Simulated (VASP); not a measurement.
Level of theory: PBE GGA with D4 dispersion, VASP's PBE PAW potentials (set 64) (plane waves; VASP).

The input files of a VASP run:

POSCAR:
```
ZnO
1
    1.6134314755    -2.7945457273     0.0000000000
    1.6134314755     2.7945457273     0.0000000000
    0.0000000000     0.0000000000     5.2046915833
Zn O
2 2
Direct
  0.6666670000   0.3333330000   0.5011605324
  0.3333330000   0.6666670000   0.0011605324
  0.6666670000   0.3333330000   0.8808394676
  0.3333330000   0.6666670000   0.3808394676
```

### INCAR
```
SYSTEM = ZnO
PREC = Accurate
ENCUT = 520
EDIFF = 1E-7
NELM = 100
ALGO = Normal
LREAL = .FALSE.
LASPH = .TRUE.
ISMEAR = 0
SIGMA = 0.05
GGA = PE
IVDW = 13
LMAXMIX = 4
LWAVE = .FALSE.
LCHARG = .FALSE.
ISIF = 4
IBRION = 2
NSW = 30
EDIFFG = -0.01
```

KPOINTS:
```
K-points
0
gamma
 8 8 4
0 0 0
```

POTCAR, in this order: Zn O (PBE.64 set). Program: vasp_std.

Task: Predict the energy per atom (σ→0), dispersion energy.

Result: 
```json
{
 "energy per atom (σ→0)": "-4.691 eV/atom",
 "dispersion_energy": "-0.969 eV"
}
```

**OSZICAR**
```
...
       N       E                     dE             d eps       ncg     rms          rms(c)
DAV:   1    -0.177930856383E+02   -0.38752E-04   -0.24496E-02  1320   0.128E+00    0.689E-02
DAV:   2    -0.177931158902E+02   -0.30252E-04   -0.85121E-04  1518   0.328E-01    0.403E-02
DAV:   3    -0.177930882656E+02    0.27625E-04   -0.22458E-05  1868   0.833E-02    0.124E-02
DAV:   4    -0.177930868408E+02    0.14248E-05   -0.12209E-05  1582   0.396E-02    0.257E-03
DAV:   5    -0.177930869521E+02   -0.11127E-06   -0.21699E-06  1368   0.172E-02    0.126E-03
DAV:   6    -0.177930869215E+02    0.30534E-07   -0.15522E-07   722   0.882E-03
   2 F= -.18762058E+02 E0= -.18762058E+02  d E =-.387300E-04
```

The compound is ZnO in the wurtzite structure. This cell is one point of a volume scan, at 0.97 of the reference volume. Symmetry was kept, so distortions that lower it aren't found.
